Question

WSe₂ is built of layers. In each layer a sheet of tungsten lies between two sheets of selenium, and the layers are held together only weakly. The relaxed crystal is squeezed or stretched uniformly, so that every length changes by the same factor. The volume is then held fixed while the atoms and the shape of the cell relax, and the table lists the energy released on the way as the energy drop per atom. The ratio c/a compares the cell edge across the layers with the edge along them, and the shortest distance is the W–Se bond.

VASP 6.6.1 plane-wave calculations of WSe₂ (6-atom cell) with the LDA and PAW potentials (W_sv, Se), without dispersion correction, spin polarisation or spin–orbit coupling; cutoff 600 eV, 9 × 9 × 2 k mesh, Gaussian smearing of 0.03 eV. The energy drop is counted from the starting structure of each run, using energies extrapolated to zero smearing.

```
volume (relaxed cell) (Å³/atom)  c/a (relaxed cell)  shortest distance (relaxed cell) (Å)  energy drop per atom (meV)
                         18.433              3.8276                                 2.502                      25.000
                         18.826              3.8593                                 2.507                      11.000
                         19.218              3.8962                                 2.511                       2.700
                         19.611              3.9410                                 2.514                       0.000
                         19.610              3.9391                                 2.514                       0.000
                         20.002              3.9885                                 2.516                       2.700
                         20.394              4.0531                                 2.518                      10.700
                         20.787              4.1175                                 2.519                      23.800
```

(a) Find a rule with one constant that gives the energy drop from the volume alone, and work it for the rows at 18.826 and 20.787 Å³ per atom. (b) Explain why the rule has this form and what sets its constant. (c) How accurate is it, and where does it stop?

Model answer

(a) The reference is the fully relaxed crystal, with a volume of 19.610 Å³ per atom. Let p be the volume change from there in percent. Doubling p from 2 to 4 multiplies the drop by about four, in compression and in expansion alike. That is the mark of a square law:

energy drop per atom ≈ 0.68 meV × p²

For the first row, p = 100 × (18.826 − 19.610)/19.610 = −4.0. The rule gives 0.68 × 16 = 10.9 meV, and the calculation gave 11.0 meV.

For the second row, p = 100 × (20.787 − 19.610)/19.610 = +6.0. The rule gives 0.68 × 36 = 24.5 meV, against a computed 23.8 meV. Both rows were among the six strained ones from which the constant was fitted, so these two results show how to use the rule and do not test it.

(b) Near its minimum an energy curve is a parabola, and two such curves matter here. One belongs to the crystal that has only been scaled, the other to the crystal that has also relaxed. Both touch zero at the reference volume V₀, and the drop is the distance between them. With a stiffness B for each curve and the fractional volume change x = p/100, this distance is

energy drop per atom = ½ (B_scaled − B_relaxed) V₀ x²

The constant therefore measures how much softer the crystal becomes once the shape of its cell and the positions of its atoms may adjust. The start energies at a volume change of 2 % give a stiffness of about 153 GPa for the scaled crystal, and the pressures of the relaxed cells give about 44 GPa. The difference is close to 110 GPa, or 0.69 eV/Å³. Half of this times 19.6 Å³ is 6.8 eV, and at a volume change of one percent, where x² is 0.0001, it leaves 0.68 meV.

The softening comes from the layers. Uniform scaling shortens the strong W–Se bonds by the same percentage as the weak contact between layers, which is an expensive way to lose volume. Relaxation corrects this. At 6 % compression the bond starts at 2.463 Å and recovers to 2.502 Å, most of the way back to its unstrained 2.514 Å.

The volume must then be saved elsewhere, and the cell geometry shows where. Over the whole range the thickness of a layer stays within about 0.02 Å of 3.34 Å, while the gap between layers opens from 2.81 to 3.40 Å. This is why c/a climbs with volume. That the bonds are stiff because they are covalent, and the gap soft because only weak forces act across it, is ordinary chemistry and not something that these energies prove.

(c) The rule meets all six strained rows to within 3 % of the computed drop. A harder trial takes the constant from the rows at 2 and 4 % alone and predicts those at 6 %. It gives 24.4 meV, between the computed 25.0 meV in compression and 23.8 meV in expansion. The analysis printed after this text gives the comparison row by row. Beyond a volume change of 6 % the rule is untested, and the difference between compression and expansion, which grows with the change, warns against stretching it far. The rows are also a selection, with failed runs and some that carried serious warnings left out, so the accuracy quoted is that of the runs shown.

The two rows with zero drop lend no support, although the rule gives zero there too. One is a full relaxation that began almost at its minimum. The other belongs to a vibration calculation that started from this relaxed crystal and first relaxed it once more. The cell could still change, but c only grew from 12.822 to 12.827 Å and the energy hardly fell. Both drops are zero because the runs began at the minimum, where the rule gives zero by construction.

Remarks on the reasoning

It would be a mistake to read the drop as the energy needed to compress the crystal. That energy is what remains after relaxation, and it behaves differently: 12.8 meV per atom at 6 % compression but only 6.3 meV at 6 % expansion. The scaled crystal is lopsided by a similar amount, so most of the lopsidedness cancels in the difference. The square law is thus a good rule for the energy released and a poor one for the energy stored.

A good answer also says what carries over to other crystals. The square follows from two parabolas with a common minimum and holds for small strains of any crystal that can relax. The constant belongs to this crystal and to a uniformly scaled start. It should be large where stiff units are separated by soft gaps. It vanishes in a cubic metal such as copper, with one atom per primitive cell, where symmetry leaves neither shape nor atoms anything to adjust.

The constant also belongs to the method. The local density approximation used here lacks the long-range dispersion forces that help to bind such layers, so the softness of the gap may change with another functional, and the constant with it. For a new layered crystal or a new functional, first relax the crystal fully, because the rule needs a start from the true minimum. Then scale that cell to a moderate volume change and relax it again at fixed volume. Divide the drop by p², and multiply by the square of the percentage volume change wanted.

One detail stays open. The drop divided by p² slips from 0.69 meV at the strongest compression to 0.66 meV at the strongest expansion. Bonds that stiffen as they shorten could contribute to this drift. However, each relaxation keeps the set of plane waves chosen for its starting shape, and that could shift the energies slightly as the cell deforms. Restarting each calculation from its relaxed cell, with a fresh set, would show how much of the drift belongs to the crystal.

Numerical output:

```
fit of drop on 6 rows (abs(p) > 1): coefficient of p2 0.6775 +/- 0.007; rms 0.357, worst 20.787 0.608, leave-one-out rms 0.598
  rows outside the fit (model, value, miss): 19.611 1.762e-05, 0, 1.76e-05; 19.61 0, 0, 0
Hand rule 0.68 meV times percent squared (last two columns have no meaning in the zero rows):
     row  volume_change_%  drop_meV   rule_meV   miss_meV    miss_%  drop_per_%squared
  18.433           -6.002        25       24.5    -0.5034    -2.013              0.694
  18.826           -3.998        11      10.87    -0.1311    -1.192             0.6882
  19.218           -1.999       2.7      2.717    0.01723     0.638             0.6757
  19.611         0.005099         0  1.768e-05  1.768e-05  0.001768                  0
   19.61                0         0          0          0         0                  0
  20.002            1.999       2.7      2.717    0.01723     0.638             0.6757
  20.394            3.998      10.7      10.87     0.1689     1.579             0.6694
  20.787            6.002      23.8       24.5     0.6966     2.927             0.6607
Largest miss of the hand rule on strained rows, %: 2.927
Constant from the 2 and 4 % rows alone, meV per atom per %squared: 0.6786
Its prediction for a 6 % change, meV per atom: 24.43
Where the strain and the energy go (energies in meV per atom above the minimum):
     row  scaled_bond_A  relaxed_bond_A  layer_thickness_A  interlayer_gap_A  before_relaxing  after_relaxing  released_%
  18.433          2.463           2.502               3.35             2.811             37.8           12.76       66.14
  18.826           2.48           2.507              3.347             2.892            16.21           5.242       67.86
  19.218          2.497           2.511              3.344             2.978            3.932            1.24       68.67
  19.611          2.514           2.514               3.34             3.073                0               0           0
   19.61          2.514           2.514               3.34             3.072         0.001667               0           0
  20.002          2.531           2.516              3.335             3.172            3.555            0.83       75.95
  20.394          2.547           2.518              3.337             3.284            13.82           3.108       77.41
  20.787          2.563           2.519              3.335             3.398             30.1           6.298       79.07
Growth of the interlayer gap, smallest to largest volume, %: 20.87
Growth of the edge c, smallest to largest volume, %: 9.279
Growth of the edge a, smallest to largest volume, %: 1.585
Growth of the W-Se bond, smallest to largest volume, %: 0.6795
Stiffness difference that the fitted constant means, GPa: 110.7
Stiffness of the uniformly scaled cell from start energies at 2 %, GPa: 153.1
Stiffness of the relaxed cell from pressures at 2 %, GPa: 43.55
```
